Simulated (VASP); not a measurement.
Output of a VASP run:

### OSZICAR
```
       N       E                     dE             d eps       ncg     rms          rms(c)
DAV:   1     0.108784607296E+03    0.10878E+03   -0.86362E+03   696   0.133E+03
DAV:   2    -0.154082038594E+02   -0.12419E+03   -0.11236E+03   864   0.341E+02
DAV:   3    -0.202113881882E+02   -0.48032E+01   -0.47781E+01   904   0.656E+01
DAV:   4    -0.203447891506E+02   -0.13340E+00   -0.13324E+00  1064   0.963E+00
DAV:   5    -0.203461367609E+02   -0.13476E-02   -0.13475E-02   872   0.105E+00    0.592E+00
DAV:   6    -0.146881531079E+02    0.56580E+01   -0.27637E+00   980   0.199E+01    0.241E+00
DAV:   7    -0.144320619758E+02    0.25609E+00   -0.87505E-01  1064   0.118E+01    0.186E+00
DAV:   8    -0.153130076068E+02   -0.88095E+00   -0.55368E-01  1000   0.961E+00    0.977E-01
DAV:   9    -0.140521379525E+02    0.12609E+01   -0.33623E-01   708   0.658E+00    0.754E-01
DAV:  10    -0.144480071578E+02   -0.39587E+00   -0.25386E-01   712   0.566E+00    0.189E-01
DAV:  11    -0.144970447485E+02   -0.49038E-01   -0.68175E-03  1108   0.969E-01    0.234E-01
DAV:  12    -0.144800732913E+02    0.16971E-01   -0.38836E-04   840   0.276E-01    0.237E-01
DAV:  13    -0.144392486461E+02    0.40825E-01   -0.21455E-02   704   0.221E+00    0.229E-01
DAV:  14    -0.144391636070E+02    0.85039E-04   -0.26592E-04   912   0.199E-01    0.209E-01
DAV:  15    -0.144393084384E+02   -0.14483E-03   -0.19286E-04   724   0.198E-01    0.199E-01
DAV:  16    -0.144394373704E+02   -0.12893E-03   -0.14243E-03   728   0.428E-01    0.114E-01
DAV:  17    -0.144395905040E+02   -0.15313E-03   -0.62412E-05   844   0.104E-01    0.100E-01
DAV:  18    -0.144395489854E+02    0.41519E-04   -0.56434E-05   856   0.744E-02    0.648E-02
DAV:  19    -0.144395620333E+02   -0.13048E-04   -0.33800E-05   728   0.794E-02    0.299E-02
DAV:  20    -0.144395788414E+02   -0.16808E-04   -0.11263E-05   752   0.330E-02    0.185E-02
DAV:  21    -0.144395836576E+02   -0.48162E-05   -0.23608E-06   756   0.184E-02    0.765E-03
DAV:  22    -0.144395846551E+02   -0.99752E-06   -0.68172E-07   532   0.104E-02
   1 F= -.14439585E+02 E0= -.14439585E+02  d E =-.144396E+02
```

**OUTCAR**
```
------------------------ aborting loop because EDIFF is reached ----------------------------------------
  FORCE on cell =-STRESS in cart. coord.  units (eV):
  Direction    XX          YY          ZZ          XY          YZ          ZX
  --------------------------------------------------------------------------------------
  Total       -0.0103383     -0.0103383     -0.0103383      0.0000000     -0.0000000      0.0000000
  in kB       -0.4497157     -0.4497157     -0.4497157      0.0000000     -0.0000000      0.0000000
  external PRESSURE =      -0.4497157 kB  Pullay stress =       0.0000000 kB
  volume of cell :       36.83
      direct lattice vectors                 reciprocal lattice vectors
     0.000000000  2.640773519  2.640773519    -0.189338463  0.189338463  0.189338463
     2.640773519  0.000000000  2.640773519     0.189338463 -0.189338463  0.189338463
     2.640773519  2.640773519  0.000000000     0.189338463  0.189338463 -0.189338463
  FREE ENERGIE OF THE ION-ELECTRON SYSTEM (eV)
  ---------------------------------------------------
  free  energy   TOTEN  =       -14.4395846551 eV

  energy  without entropy=      -14.4395846551  energy(sigma->0) =      -14.43958466

 reached required accuracy - stopping structural energy minimisation
```
(Selected blocks of OUTCAR.)

**POSCAR**
```
KF
1
    0.0000000000     2.6407735189     2.6407735189
    2.6407735189    -0.0000000000     2.6407735189
    2.6407735189     2.6407735189     0.0000000000
K F
1 1
Direct
  0.0000000000   0.0000000000   0.0000000000
  0.5000000000   0.5000000000   0.5000000000
```

Question: Write an INCAR and KPOINTS that could have produced this output.

Answer: One answer among several that fit: the input of the run itself, r2SCAN+rVV10, plane waves, VASP's PBE PAW potentials (set 64).

**KPOINTS**
```
Automatic mesh
0
Gamma
8 8 8
0 0 0
```

INCAR:
```
ALGO = Normal
BPARAM = 11.95
CPARAM = 0.0093
EDIFF = 1E-6
EDIFFG = -0.01
ENCUT = 520
IBRION = 2
ISIF = 3
ISMEAR = 0
LASPH = .TRUE.
LCHARG = .FALSE.
LMIXTAU = .TRUE.
LREAL = .FALSE.
LUSE_VDW = .TRUE.
LWAVE = .FALSE.
METAGGA = R2SCAN
NELM = 100
NSW = 60
PREC = Accurate
SIGMA = 0.05
SYSTEM = KF
```

POTCAR, in this order: K_sv F (PBE.64 set). Program: vasp_std.

The compound is KF in the rock salt structure. It was relaxed first. The start is the result of an earlier pass.
